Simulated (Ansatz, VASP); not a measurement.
# BaHfO3 in two plane-wave programs, part 2 of 2

Aim: how closely do two programs agree when they are given the same cell, functional and k mesh? The cell is generated by rule, not measured, and may not be a known phase. The two relaxations start from unlike cells of this crystal (the structure described is Ansatz's start), so only their ends are compared.

VASP 6.6.1 and Ansatz 0.2.0.

So far: Set-up; Ansatz: relaxation of cell and atoms, LDA; VASP: relaxation of cell and atoms, LDA.

### 3. VASP: relaxation of cell and atoms, LDA (continued)

Level of this step: LDA; plane waves and PAW (Ba_sv, Hf_pv, O); invented cell (VASP).

Numbers of over 12 decimals in the logs are rounded to 6 here.

From OUTCAR (step 3):

```text
ion  position               nearest neighbor table
   1  0.000  0.000  0.000-   3 2.91   4 2.91   5 2.91   4 2.91   5 2.91   3 2.91   5 2.91   5 2.91
                             3 2.91   4 2.91   4 2.91   3 2.91   2 3.57   2 3.57   2 3.57   2 3.57
   2  0.500  0.500  0.500-   3 2.06   4 2.06   5 2.06   3 2.06   4 2.06   5 2.06   1 3.57   1 3.57
                             1 3.57   1 3.57   1 3.57   1 3.57   1 3.57   1 3.57
   3  0.500  0.500  0.000-   2 2.06   2 2.06   1 2.91   1 2.91   1 2.91   1 2.91
   4  0.500  0.000  0.500-   2 2.06   2 2.06   1 2.91   1 2.91   1 2.91   1 2.91
   5  0.000  0.500  0.500-   2 2.06   2 2.06   1 2.91   1 2.91   1 2.91   1 2.91

  LATTYP: Found a simple cubic cell.
 ALAT       =     4.1193446331

 Subroutine GETGRP returns: Found 48 space group operations
 (whereof 48 operations were pure point group operations)

The static configuration has the point symmetry O_h .

 Found     20 irreducible k-points:

   k-points           NKPTS =     20   k-points in BZ     NKDIM =     20   number of bands    NBANDS=     25

   dimension x,y,z NGX =    36 NGY =   36 NGZ =   36
   dimension x,y,z NGXF=    72 NGYF=   72 NGZF=   72

   ENCUT  =  600.0 eV  44.10 Ry    6.64 a.u.   8.23  8.23  8.23*2*pi/ulx,y,z

   NELECT =      38.0000    total number of electrons

 k-points in reciprocal lattice and weights: Automatic mesh
   0.00000000  0.00000000  0.00000000       0.005
   0.16666667  0.00000000  0.00000000       0.028
   0.33333333  0.00000000  0.00000000       0.028
   0.50000000  0.00000000  0.00000000       0.014
   0.16666667  0.16666667  0.00000000       0.056
   0.33333333  0.16666667  0.00000000       0.111
   0.50000000  0.16666667  0.00000000       0.056
   0.33333333  0.33333333  0.00000000       0.056
   0.50000000  0.33333333  0.00000000       0.056
[...]
0.50000000  0.50000000  0.33333333       0.028
   0.50000000  0.50000000  0.50000000       0.005

 average (electrostatic) potential at core
       1 -33.7696       2 -37.8577       3 -71.6117       4 -71.6117       5 -71.6117

 E-fermi :   4.1386

 k-point     1 :       0.0000    0.0000    0.0000
  band No.  band energies     occupation
    ...
     15       1.3461      2.00000
     16       1.3461      2.00000
     17       2.2345      2.00000
     18       2.2345      2.00000
     19       2.2345      2.00000
     20       5.8784      0.00000
     21       5.8784      0.00000
     22       5.8784      0.00000
     23       7.0049      0.00000
     24       7.0049      0.00000
    ...

 k-point     2 :       0.1667    0.0000    0.0000
  band No.  band energies     occupation
    ...
     15       1.0783      2.00000
     16       1.1185      2.00000
     17       1.5399      2.00000
     18       2.1260      2.00000
     19       2.1260      2.00000
     20       6.0022      0.00000
     21       6.5739      0.00000
     22       6.5739      0.00000
     23       7.4820      0.00000
     24       7.4935      0.00000
    ...

 k-point     3 :       0.3333    0.0000    0.0000
  band No.  band energies     occupation
    ...
     15       0.7156      2.00000
     16       0.7289      2.00000
     17       0.7603      2.00000
     18       1.9816      2.00000
     19       1.9816      2.00000
     20       6.2946      0.00000
     21       8.0039      0.00000
     22       8.0039      0.00000
     23       8.4426      0.00000
     24       8.6064      0.00000
    ...

  Total       -0.0019213     -0.0019213     -0.0019213      0.0000000     -0.0000000      0.0000000
  in kB       -0.0440244     -0.0440244     -0.0440244      0.0000000     -0.0000000      0.0000000
  external PRESSURE =      -0.0440244 kB  Pullay stress =       0.0000000 kB

  energy-cutoff  :      600.00
  volume of cell :       69.92
      direct lattice vectors                 reciprocal lattice vectors
     4.119783925  0.000000000 -0.000000000     0.242731177 -0.000000000 -0.000000000
     0.000000000  4.119783925  0.000000000    -0.000000000  0.242731177 -0.000000000
     0.000000000  0.000000000  4.119783925     0.000000000 -0.000000000  0.242731177

 POSITION                                       TOTAL-FORCE (eV/Angst)
 -----------------------------------------------------------------------------------
      0.00000      0.00000      0.00000        -0.000000     -0.000000      0.000000
      2.05989      2.05989      2.05989        -0.000000      0.000000      0.000000
      2.05989      2.05989     -0.00000        -0.000000     -0.000000      0.000000
      2.05989      0.00000      2.05989        -0.000000      0.000000      0.000000
      0.00000      2.05989      2.05989         0.000000      0.000000      0.000000
 -----------------------------------------------------------------------------------
    total drift:                                0.000000      0.000000      0.000000

  FREE ENERGIE OF THE ION-ELECTRON SYSTEM (eV)
  ---------------------------------------------------
  free  energy   TOTEN  =       -47.6761681801 eV

  energy  without entropy=      -47.6761681801  energy(sigma->0) =      -47.67616818

 reached required accuracy - stopping structural energy minimisation

 total charge
# of ion       s       p       d       tot
------------------------------------------
    1        2.002   5.624   0.305   7.931
    2        0.355   6.793   1.610   8.759
    3        1.546   3.496   0.000   5.042
    4        1.546   3.496   0.000   5.042
    5        1.546   3.496   0.000   5.042
--------------------------------------------------
tot          6.994  22.907   1.915  31.816

[... 3 further parts left out ...]
```

CONTCAR:

```
BaHfO3
   1.00000000000000
     4.1197839253862893    0.0000000000000000   -0.0000000000000000
     0.0000000000000000    4.1197839253862893    0.0000000000000000
     0.0000000000000000    0.0000000000000000    4.1197839253862893
  Ba              Hf              O
     1     1     3
Direct
     0.0000000000000000    0.0000000000000000    0.0000000000000000
     0.5000000000000000    0.5000000000000000    0.5000000000000000
     0.5000000000000000    0.5000000000000000    0.0000000000000000
     0.5000000000000000    0.0000000000000000    0.5000000000000000
     0.0000000000000000    0.5000000000000000    0.5000000000000000
```

Harder data sets than Ba_sv and Hf_pv exist (the GW ones), and pressures, volumes and forces can shift noticeably with them.

### 4. Side by side

Known differences besides the potentials themselves: the data sets hold 54 valence electrons in Ansatz (on its default PAW (the set named soft_2) files) and 38 in VASP; the cutoff is 420 eV in Ansatz and 600 eV in VASP; VASP's log shows a relativistic correction to its local exchange, Ansatz's none; Ansatz adds a Pulay correction to the stress that steers its cell, VASP none. Total energies have different zeros and are not compared.

The two programs side by side:

```
                                         quantity  Ansatz   VASP  difference
                                      volume (Å³)   70.00  69.92     +0.11 %
edge a after relaxation, in the typed setting (Å)   4.121  4.120     +0.04 %
```

### 5. What came out

* difference in volume (relaxation of cell and atoms, LDA): 0.11 %

**Reading.** The difference in volume is 0.11 % (relaxation of cell and atoms, LDA), within the 1.2 % picked in this series as the mark of a large difference, as far as the stopping tolerances let one tell. The data sets hold unlike numbers of valence electrons (54 in Ansatz and 38 in VASP), so part of the differences comes from the potentials. How closely two codes agree says nothing of how well the functional describes the real material.

[Lines on the potential files, build, host, timing and source positions are cut from VASP's logs without a mark.]

[Logs are printed without paths, hosts, clocks, repeated set-up lines and the standing remarks that a program may print on its own settings, such as how far it seeks lower states.]

[Hosts, paths, dates, database ids (printed as entryN), source tags and the programs' standing remarks are cut or masked in the printed files.]
